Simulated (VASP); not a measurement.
Input:

```
Mg3Sb2
1.0
    2.29124    -3.96854     0.00000
    2.29124     3.96854     0.00000
    0.00000     0.00000     7.27166
Mg Sb
3 2
Direct
  0.00000   0.00000   0.00000
  0.33333   0.66667   0.63252
  0.66667   0.33333   0.36748
  0.33333   0.66667   0.22709
  0.66667   0.33333   0.77291
```

The numbers are results of optB88-vdW, VASP's PBE PAW potentials (set 64) (plane waves; VASP 6.6.1), not measurements. Numerical set-up: 520 eV cut-off, 6×6×4 Γ-centred mesh, tetrahedra with Blöchl corrections, potentials Mg Sb.

Q: Estimate the energy per atom (σ→0).

A: 
| Quantity | Value |
|---|---|
| energy per atom (σ→0) | -1.248 eV/atom |

Total energies compare only between runs with the same potentials, cut-off and functional.

The compound is Mg3Sb2 in the a-la2o3 structure. It was relaxed first.
